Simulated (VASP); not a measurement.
# ZnB2 (F-43m) in VASP: a series of runs, part 2 of 2

VASP 6.6.1. Earlier steps stand in the parts before.

## 4. Single point, PBE (species swapped into the Cu2Se type (F-43m, No. 216))

Contents of INCAR:

```
  PREC = Accurate
  ENCUT = 520
  EDIFF = 1E-7
  ISMEAR = 0
  SIGMA = 0.1
  LREAL = False
  LASPH = True
  NELM = 80
  ALGO = Fast
  ISIF = 2
  LWAVE = False
  LCHARG = True
  GGA = PE
  LELF = True
  LVHAR = True
  NBANDS = 16
```

Contents of KPOINTS:

```
Automatic mesh
0
Gamma
  6 6 6
```

Contents of POSCAR:

```
ZnB2
1.0
    0.0000000000      2.4058644700      2.4058644700
    2.4058644700      0.0000000000      2.4058644700
    2.4058644700      2.4058644700      0.0000000000
Zn B
1 2
Direct
    0.0000000000      0.0000000000      0.0000000000
    0.2500000000      0.2500000000      0.2500000000
    0.5000000000      0.5000000000      0.5000000000
```

Potentials or basis: VASP PAW PBE potentials, release 64 (Zn, B).

Command:

```
$ cat potpaw_PBE.64/Zn/POTCAR potpaw_PBE.64/B/POTCAR > POTCAR
$ mpirun -np 1 vasp_std > vasp.out
```

OUTCAR:

```text
PREC = Accurate
   ENCUT = 520
   EDIFF = 1E-7
   ISMEAR = 0
   LREAL = False
   LASPH = True
   NELM = 80
   ISIF = 2
   GGA = PE

 ion  position               nearest neighbor table
   1  0.000  0.000  0.000-   2 2.08   2 2.08   2 2.08   2 2.08   3 2.41   3 2.41   3 2.41   3 2.41
                             3 2.41   3 2.41
   2  0.250  0.250  0.250-   1 2.08   1 2.08   1 2.08   1 2.08   3 2.08   3 2.08   3 2.08   3 2.08

   3  0.500  0.500  0.500-   2 2.08   2 2.08   2 2.08   2 2.08   1 2.41   1 2.41   1 2.41   1 2.41
                             1 2.41   1 2.41

  LATTYP: Found a face centered cubic cell.
 ALAT       =     4.8117289400

  Lattice vectors:

 A1 = (   0.0000000000,   2.4058644700,   2.4058644700)
 A2 = (   2.4058644700,   0.0000000000,   2.4058644700)
 A3 = (   2.4058644700,   2.4058644700,   0.0000000000)

Analysis of symmetry for initial positions (statically):
=====================================================================
 Subroutine PRICEL returns:
 Original cell was already a primitive cell.

 Routine SETGRP: Setting up the symmetry group for a
 face centered cubic supercell.

 Subroutine GETGRP returns: Found 24 space group operations
 (whereof 24 operations were pure point group operations)
 out of a pool of 48 trial point group operations.

The static configuration has the point symmetry T_d .

Analysis of symmetry for dynamics (positions and initial velocities):
=====================================================================
 Subroutine PRICEL returns:
 Original cell was already a primitive cell.

 Routine SETGRP: Setting up the symmetry group for a
 face centered cubic supercell.

 Subroutine GETGRP returns: Found 24 space group operations
 (whereof 24 operations were pure point group operations)
 out of a pool of 48 trial point group operations.

The dynamic configuration has the point symmetry T_d .

 Subroutine INISYM returns: Found 24 space group operations
 (whereof 24 operations are pure point group operations),
 and found     1 'primitive' translations

----------------------------------------------------------------------------------------

                                     Primitive cell

  volume of cell :      27.8512

  direct lattice vectors                    reciprocal lattice vectors
     0.000000000  2.405864470  2.405864470    -0.207825506  0.207825506  0.207825506
     2.405864470  0.000000000  2.405864470     0.207825506 -0.207825506  0.207825506
     2.405864470  2.405864470  0.000000000     0.207825506  0.207825506 -0.207825506

  length of vectors
     3.402406163  3.402406163  3.402406163     0.359964335  0.359964335  0.359964335

  position of ions in fractional coordinates (direct lattice)
     0.000000000  0.000000000  0.000000000
     0.250000000  0.250000000  0.250000000
     0.500000000  0.500000000  0.500000000

  ion indices of the primitive-cell ions
   primitive index   ion index
                 1           1
                 2           2
                 3           3

----------------------------------------------------------------------------------------

 KPOINTS: Automatic mesh

Automatic generation of k-mesh.
 Grid dimensions read from file:
 generate k-points for:    6    6    6
[... 21 lines left out ...]
  0.000000  0.000000  0.000000      1.000000
  0.166667  0.000000  0.000000      8.000000
  0.333333  0.000000  0.000000      8.000000
  0.500000  0.000000  0.000000      4.000000
  0.166667  0.166667  0.000000      6.000000
  0.333333  0.166667  0.000000     24.000000
[... 8 lines left out ...]
 -0.333333  0.333333  0.166667     24.000000
 -0.333333  0.500000  0.166667     12.000000
   k-points           NKPTS =     16   k-points in BZ     NKDIM =     16   number of bands    NBANDS=     16
   number of dos      NEDOS =    301   number of ions     NIONS =      3
   total plane-waves  NPLWV =  21952
   dimension x,y,z NGX =    28 NGY =   28 NGZ =   28
   dimension x,y,z NGXF=    56 NGYF=   56 NGZF=   56
   ions per type =               1   2
   NGX,Y,Z   is equivalent  to a cutoff of  13.68, 13.68, 13.68 a.u.
   NGXF,Y,Z  is equivalent  to a cutoff of  27.36, 27.36, 27.36 a.u.
 SYSTEM =  unknown system
   PREC   = accura    normal or accurate (medium, high low for compatibility)
   ISTART =      0    job   : 0-new  1-cont  2-samecut
   ICHARG =      2    charge: 1-file 2-atom 10-const
   ISPIN  =      1    spin polarized calculation?
   LNONCOLLINEAR =      F non collinear calculations
   LSORBIT =      F    spin-orbit coupling
   LASPH  =      T    aspherical Exc in radial PAW
   ENCUT  =  520.0 eV  38.22 Ry    6.18 a.u.   6.33  6.33  6.33*2*pi/ulx,y,z
   NELM   =     80;   NELMIN=  2; NELMDL= -5     # of ELM steps
   EDIFF  = 0.1E-06   stopping-criterion for ELM
   LREAL  =      F    real-space projection
   EDIFFG = 0.1E-05   stopping-criterion for IOM
   NSW    =      0    number of steps for IOM
   IBRION =     -1    ionic relax: 0-MD 1-quasi-New 2-CG
   NFREE  =      0    steps in history (QN), initial steepest desc. (CG)
   ISIF   =      2    stress and relaxation
   ISYM   =      2    0-nonsym 1-usesym 2-fastsym
   POTIM  = 0.5000    time-step for ionic-motion
   TEBEG  =    0.0;   TEEND  =   0.0 temperature during run
   PSTRESS=    0.0 pullay stress
   NELECT =      18.0000    total number of electrons
   NUPDOWN=      -1.0000    fix difference up-down
   EMIN   =  10.00;   EMAX   =-10.00  energy-range for DOS
   EFERMI =   0.00;   METHOD = LEGACY
   ISMEAR =     0;   SIGMA  =   0.10  broadening in eV -4-tet -1-fermi 0-gaus
   EFERMI_NEDOS =   21; number of points for ismear=-14 and -15
   IALGO  =     68    algorithm
   IMIX   =      4    mixing-type and parameters
     AMIX     =   0.40;   BMIX     =  1.00
     AMIX_MAG =   1.60;   BMIX_MAG =  1.00
  volume/ion in A,a.u.               =       9.28        62.65
  Fermi-wavevector in a.u.,A,eV,Ry     =   1.415417  2.674751 27.257996  2.003406
  Thomas-Fermi vector in A             =   2.536858
   LORBIT       =      0    0 simple, 1 ext, 2 COOP (PROOUT), +10 PAW based schemes
   GGA     = PE    functional components
   LHFCALC =     F    Hartree Fock is set to
   AEXX    =    0.0000 exact exchange contribution
   IVDW    =     0    specifies the selected vdW correction
   LEPSILON=     F    determine dielectric tensor
   LRPA    =     F    only Hartree local field effects (RPA)
 non-spin polarized calculation
 RMM-DIIS sequential band-by-band and
 Gauss-broadening in eV      SIGMA  =   0.10
  energy-cutoff  :      520.00
  volume of cell :       27.85
 maximum number of plane-waves:       757
 NGX is ok and might be reduce to    28
   NGX = 13   NGY = 13   NGZ = 13

 number of electron      18.0000013 magnetization

 Free energy of the ion-electron system (eV)
  ---------------------------------------------------
  ext. energy  EPLUGINS =         0.00000000
  ---------------------------------------------------
  free energy    TOTEN  =       -12.36911074 eV

  energy without entropy =      -12.36877899  energy(sigma->0) =      -12.36894486

 E-fermi :   5.7347     XC(G=0): -12.0312

 val. band max:        5.5638900158   @ k =  -0.1667   0.1667   0.0000
 cond. band min:       5.8892937794   @ k =   0.3333   0.3333   0.0000
 fundamental gap:      0.3254037635
 Fermi energy:         5.7347153367

 k-point     1 :       0.0000    0.0000    0.0000
  band No.  band energies     occupation
      1      -8.5636      2.00000
      2      -2.7495      2.00000
      3      -2.7495      2.00000
      4      -2.7495      2.00000
      5      -2.2865      2.00000
      6      -2.2865      2.00000
[... 281 lines left out ...]
      3      -2.4863      2.00000
      4      -2.4382      2.00000
      5      -2.1932      2.00000
      6      -1.1769      2.00000
[... 8 lines left out ...]
     15      17.0909      0.00000
     16      20.1066      0.00000

------------------------ aborting loop because EDIFF is reached ----------------------------------------

  FORCE on cell =-STRESS in cart. coord.  units (eV):
  Direction    XX          YY          ZZ          XY          YZ          ZX
  --------------------------------------------------------------------------------------
  -------------------------------------------------------------------------------------
  Total       -0.3805947     -0.3805947     -0.3805947     -0.0000000     -0.0000000      0.0000000
  in kB      -21.8942411    -21.8942411    -21.8942411     -0.0000000     -0.0000000      0.0000000
  external PRESSURE =     -21.8942411 kB  Pullay stress =       0.0000000 kB

 VOLUME and BASIS-vectors are now :
 -----------------------------------------------------------------------------
  energy-cutoff  :      520.00
  volume of cell :       27.85
      direct lattice vectors                 reciprocal lattice vectors
     0.000000000  2.405864470  2.405864470    -0.207825506  0.207825506  0.207825506
     2.405864470  0.000000000  2.405864470     0.207825506 -0.207825506  0.207825506
     2.405864470  2.405864470  0.000000000     0.207825506  0.207825506 -0.207825506

 POSITION                                       TOTAL-FORCE (eV/Angst)
 -----------------------------------------------------------------------------------
      0.00000      0.00000      0.00000         0.000000      0.000000     -0.000000
      1.20293      1.20293      1.20293        -0.000000     -0.000000      0.000000
      2.40586      2.40586      2.40586        -0.000000     -0.000000     -0.000000
 -----------------------------------------------------------------------------------
    total drift:                                0.000002      0.000002      0.000002

  FREE ENERGIE OF THE ION-ELECTRON SYSTEM (eV)
  ---------------------------------------------------
  free  energy   TOTEN  =       -12.3691107396 eV

  energy  without entropy=      -12.3687789900  energy(sigma->0) =      -12.36894486
```

It took 14 s on 1 thread of Intel Xeon Platinum 8259CL at 2.50GHz (Skylake/Cascade Lake), shared host; peak memory 0.15 GiB.

What came out:

```
Free energy            : -12.3691 eV
Pressure               : -2.2 GPa
Band gap on the k mesh : none (metal or under the smearing width)
```

Levels at points of the mesh, in eV from the Fermi level:
| k point | band 7 | band 8 | band 9 | band 10 | band 11 | band 12 |
| --- | --- | --- | --- | --- | --- | --- |
| (0.00, 0.00, 0.00) | 0.20 | 0.20 | 0.20 | 2.49 | 2.49 | 2.49 |
| (0.50, 0.00, 0.00) | -7.29 | -0.99 | -0.99 | 2.56 | 3.09 | 3.09 |
| (0.50, 0.50, 0.00) | -6.38 | -4.48 | -4.48 | -0.25 | 2.18 | 9.09 |

Caveat: the k mesh is coarse (spacing up to 0.38 Å⁻¹), so the values aren't converged.

## 5. Summary

```tsv
task	cell	k mesh	cutoff (eV)	mesh quality	gap on the mesh (eV)	pressure (GPa)
single point	species swapped into the Cu2Se type (F-43m, No. 216)	16 × 16 × 16	520	not flagged	none	0.6
relaxation of cell and atoms	relaxed from: species swapped into the Cu2Se type (F-43m, No. 216)	16 × 16 × 16	600	not flagged	none	0.0
single point	species swapped into the Cu2Se type (F-43m, No. 216)	6 × 6 × 6	520	coarse	none	-2.2
```

Alike in all rows: level PBE; potentials or basis VASP PAW PBE potentials, release 64 (Zn, B); no spin polarisation; smearing gaussian 0.1 eV.

Caveats: some runs use coarse meshes.

Absolute energies hang on the potentials; compare differences alone.
